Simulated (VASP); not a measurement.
Bulk modulus of hcp metals: LDA against PBE

VASP (plane waves, PAW); cells keep the symmetry of their structure type. Static lattice, from a third-order Birch-Murnaghan fit over five volumes at each level.

Here x stands for PBE B0 and y for LDA B0.

| solid | PBE B0 (GPa) | LDA B0 (GPa) | cut-off (eV) |
|---|---|---|---|
| Tl | 26.5 | 40.9 | 520 |
| Hf | 109.2 | 122.7 | 520 |
| Ti | 112.0 | 125.6 | 520 |
| Tc | 300.7 | 341.4 | 520 |
| Re | 373.7 | 413.4 | 520 |
| Os | 404.6 | ? | 520 |

Question: Using a straight line, estimate the missing y at x = 404.6 from the other rows, showing the fit.

Answer: With u = x - 184, the rows have u = -157.50, -74.80, -72.00, 116.70, 189.70. Means: u 0.42000, y 208.80. About the means, the sum of products is 93162 and the sum of squares of u is 85189; the slope is their ratio. Least squares gives y = 208.34 + 1.09359·u. Residuals (row less fit): 4.80, -3.84, -4.00, 5.44, -2.39; standard error 5.45 (degrees of freedom: 3). The slope is 1.09 with a standard error of 0.019. At the withheld row, u = 220.60, so y = 208.34 + 1.09359 × 220.60 = 449.59 GPa. The calculation gives 453.6 GPa, 4.01 GPa above the prediction (1.0 % of the range of y in the table). The row lies outside the fitted rows, so this is an extrapolation. From the scatter of the fitted rows alone, a prediction at this place has a standard error of 7.25 GPa, so the miss is 0.6 times that.

The rows are a random draw from the solids of this series computed here; series whose standard error about the line passes 12 to 30 % of the range of y, or with no trend, aren't shown in this form.
